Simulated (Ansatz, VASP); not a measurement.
# Al45Te (Te/Al(110)) in two plane-wave programs, part 2 of 2

Wanted: the spread between two codes on one cell, functional and k mesh. The structure shown is the start of the Ansatz relaxation below; VASP solves that cell, so the two are compared at the walk's first step.

VASP 6.6.1 and Ansatz 0.2.0.

So far: The starting structure; Ansatz: relaxation, PBE.

## 3. VASP: single point, PBE, start cell

Level of this step: PBE; plane waves and PAW (Al, Te) (VASP).

The same cell, functional, mesh and smearing now go to VASP, with its own data sets.

Lines of VASP's logs that name or quote its potential files are left out, and so is its time.

File INCAR:

```
SYSTEM = Al45Te
PREC = Accurate
ENCUT = 400
EDIFF = 1E-06
NELM = 120
ISMEAR = -1
SIGMA = 0.1
LREAL = Auto
ALGO = Normal
GGA = PE
NBANDS = 104
LORBIT = 11
LWAVE = .FALSE.
LCHARG = .FALSE.
ISIF = 2
LDIPOL = .TRUE.
IDIPOL = 3
DIPOL = 0.5 0.5 0.482
LVHAR = .TRUE.
LASPH = .TRUE.
GGA_COMPAT = .FALSE.
NELMDL = -8
KPAR = 4
```

File POSCAR:

```
Al45Te
1.0
   12.1500000000      0.0000000000      0.0000000000
    0.0000000000      8.5913473914      0.0000000000
    0.0000000000      0.0000000000     24.7502621437
Al Te
45 1
Direct
    0.0000000000      0.0000000000      0.3636325122
    0.1666666667      0.1666666397      0.4214860812
    0.0000000000      0.0000000000      0.4781571173
    0.1666666667      0.1666666397      0.5377938998
    0.0000000000      0.0000000000      0.5912899797
    0.0000000000      0.3333332793      0.3636325122
    0.1666666667      0.5000000354      0.4214860812
    0.0000000000      0.3333332793      0.4781571173
    0.1666666667      0.5000000354      0.5377938998
    0.0000000000      0.3333332793      0.5912899797
    0.0000000000      0.6666666751      0.3636325122
    0.1666666667      0.8333333148      0.4214860812
    0.0000000000      0.6666666751      0.4781571173
    0.1666666667      0.8333333148      0.5377938998
    0.0000000000      0.6666666751      0.5912899797
    0.3333333333      0.0000000000      0.3636325122
    0.5000000000      0.1666666397      0.4214860812
    0.3333333333      0.0000000000      0.4781571173
    0.5000000000      0.1666666397      0.5377938998
    0.3333333333      0.0000000000      0.5912899797
    0.3333333333      0.3333332793      0.3636325122
    0.5000000000      0.5000000354      0.4214860812
    0.3333333333      0.3333332793      0.4781571173
    0.5000000000      0.5000000354      0.5377938998
    0.3333333333      0.3333332793      0.5912899797
    0.3333333333      0.6666666751      0.3636325122
    0.5000000000      0.8333333148      0.4214860812
    0.3333333333      0.6666666751      0.4781571173
    0.5000000000      0.8333333148      0.5377938998
    0.3333333333      0.6666666751      0.5912899797
    0.6666666667      0.0000000000      0.3636325122
    0.8333333333      0.1666666397      0.4214860812
    0.6666666667      0.0000000000      0.4781571173
    0.8333333333      0.1666666397      0.5377938998
    0.6666666667      0.0000000000      0.5912899797
    0.6666666667      0.3333332793      0.3636325122
    0.8333333333      0.5000000354      0.4214860812
    0.6666666667      0.3333332793      0.4781571173
    0.8333333333      0.5000000354      0.5377938998
    0.6666666667      0.3333332793      0.5912899797
    0.6666666667      0.6666666751      0.3636325122
    0.8333333333      0.8333333148      0.4214860812
    0.6666666667      0.6666666751      0.4781571173
    0.8333333333      0.8333333148      0.5377938998
    0.6666666667      0.6666666751      0.5912899797
    0.1666666667      0.1666666397      0.6363674820
```

File KPOINTS:

```
Automatic mesh
0
Gamma
3 4 1
0 0 0
```

The projector-augmented-wave data sets are Al and Te (PBE family, release 64).

Started as:

```bash
$ mpirun -np 8 vasp_std
```

Numbers of over 12 decimals in the logs are rounded to 6 here.

The log of the run:

```text
[banner, memory and clock lines left out]
running    8 mpi-ranks, on    1 nodes
[...]
|                                                                             |
|           W    W    AA    RRRRR   N    N  II  N    N   GGGG   !!!           |
|           W    W   A  A   R    R  NN   N  II  NN   N  G    G  !!!           |
|           W    W  A    A  R    R  N N  N  II  N N  N  G       !!!           |
|           W WW W  AAAAAA  RRRRR   N  N N  II  N  N N  G  GGG   !            |
|           WW  WW  A    A  R   R   N   NN  II  N   NN  G    G                |
|           W    W  A    A  R    R  N    N  II  N    N   GGGG   !!!           |
|                                                                             |
|     For optimal performance we recommend to set                             |
|       NCORE = 2 up to number-of-cores-per-socket                            |
|     NCORE specifies how many cores store one orbital (NPAR=cpu/NCORE).      |
|     This setting can greatly improve the performance of VASP for DFT.       |
|     The default, NCORE=1 might be grossly inefficient on modern             |
|     multi-core architectures or massively parallel machines. Do your        |
|     Unfortunately you need to use the default for GW and RPA                |
|     calculations (for HF NCORE is supported but not extensively tested      |
|     yet).                                                                   |
|                                                                             |

 LDA part: xc-table for (Slater+PW92), standard interpolation
 POSCAR, INCAR and KPOINTS ok, starting setup
[...]
entering main loop
       N       E                     dE             d eps       ncg     rms          rms(c)
DAV:   1     0.514128730247E+03    0.51413E+03   -0.35512E+04  1248   0.764E+02
DAV:   2    -0.123211434444E+03   -0.63734E+03   -0.60603E+03  1688   0.156E+02
DAV:   3    -0.166348292785E+03   -0.43137E+02   -0.41559E+02  1480   0.402E+01
DAV:   4    -0.168480667102E+03   -0.21324E+01   -0.21152E+01  1920   0.961E+00
[...]
DAV:  29    -0.159208422491E+03   -0.48112E-05   -0.92404E-08   880   0.614E-04    0.135E-03
DAV:  30    -0.159208427112E+03   -0.46205E-05   -0.18452E-07   984   0.592E-04    0.582E-04
DAV:  31    -0.159208427476E+03   -0.36417E-06   -0.23863E-08   760   0.345E-04
   1 F= -.15920843E+03 E0= -.15887510E+03  d E =-.666648E+00
```

OUTCAR, selected parts (step 3):

```text
  Total       -7.9514334     -9.9595550      3.6010508      0.0000000      0.0000000      0.0000000
  in kB       -4.9310414     -6.1763679      2.2331735      0.0000000      0.0000000      0.0000000
  external PRESSURE =      -2.9580786 kB  Pullay stress =       0.0000000 kB

 POSITION                                       TOTAL-FORCE (eV/Angst)
 -----------------------------------------------------------------------------------
      0.00000      0.00000      9.00000        -0.032561     -0.038453      0.205582
      2.02500      1.43189     10.43189        -0.000000     -0.000000     -0.196301
      0.00000      0.00000     11.83451         0.017307     -0.013773      0.115829
      2.02500      1.43189     13.31054        -0.000000     -0.000000     -2.942736
      0.00000      0.00000     14.63458        -0.793576     -0.740403     -0.314833
      0.00000      2.86378      9.00000        -0.032561      0.038453      0.205582
      2.02500      4.29567     10.43189        -0.000000     -0.019304     -0.081984
      0.00000      2.86378     11.83451         0.017307      0.013773      0.115829
      2.02500      4.29567     13.31054        -0.000000      0.109194     -0.249830
      0.00000      2.86378     14.63458        -0.793576      0.740403     -0.314833
      0.00000      5.72757      9.00000        -0.004224     -0.000000      0.185551
      2.02500      7.15946     10.43189        -0.000000      0.019304     -0.081984
      0.00000      5.72757     11.83451         0.004441     -0.000000      0.029059
      2.02500      7.15946     13.31054        -0.000000     -0.109194     -0.249830
[...]
-----------------------------------------------------------------------------------
    total drift:                                0.000009      0.000168     -0.003910

  FREE ENERGIE OF THE ION-ELECTRON SYSTEM (eV)
  ---------------------------------------------------
  free  energy   TOTEN  =      -159.2084274757 eV

  energy  without entropy=     -158.5417797380  energy(sigma->0) =     -158.87510361

[... 3 further parts left out ...]
[key lines of the parts left out:]
E-fermi :  -0.3346
```

This run has no spin polarisation. Its electron count is odd, so without a moment it is a metal by construction.

## 4. Side by side

Known differences besides the potentials themselves: the data sets hold 151 valence electrons in Ansatz (on its default PAW (the set named soft_2) files) and 141 in VASP; the cutoff is 420 eV in Ansatz and 400 eV in VASP (PREC = Accurate, projectors in real space). Total energies have different zeros and are not compared.

Forces on 7 of the 46 atoms, those with the largest forces and the largest differences (eV/Å; atoms numbered as in POSCAR):

| atom | Ansatz x, y, z | VASP x, y, z |
| --- | --- | --- |
| Al4 | 0.000, 0.000, -2.912 | 0.000, 0.000, -2.943 |
| Al5 | -0.786, -0.734, -0.309 | -0.794, -0.740, -0.315 |
| Al10 | -0.786, 0.734, -0.309 | -0.794, 0.740, -0.315 |
| Al14 | 0.000, -0.108, -0.249 | 0.000, -0.109, -0.250 |
| Al20 | 0.786, -0.734, -0.309 | 0.794, -0.740, -0.315 |
| Al25 | 0.786, 0.734, -0.309 | 0.794, 0.740, -0.315 |
| Te46 | 0.000, 0.000, 4.171 | 0.000, 0.000, 4.213 |

The forces differ by 5.0 meV/Å r.m.s., which is 1.0 % of the r.m.s. force of 0.485 eV/Å (both taken over all components). With vacuum in the cell, a pressure given here is an average over mostly empty space and none of the material.

## 5. What came out

- r.m.s. force difference (single point, PBE, start cell): 1.0 % of the r.m.s. force

The r.m.s. force difference is 1.0 % of the r.m.s. force (single point, PBE, start cell), within the 3 % picked in this series as the mark of a large difference. The data sets hold unlike numbers of valence electrons (151 in Ansatz and 141 in VASP), so part of the differences comes from the potentials. 1 further run of this series is not shown here. Such differences can come from data sets, numerical settings and the points named under the comparisons, not from the functional's error against experiment.

[Lines on the potential files, build, host, timing and source positions are cut from VASP's logs without a mark.]

[Logs are printed without paths, hosts, clocks, repeated set-up lines and the standing remarks that a program may print on its own settings, such as how far it seeks lower states.]

[Hosts, paths, dates, database ids (printed as entryN), source tags and the programs' standing remarks are cut or masked in the printed files.]
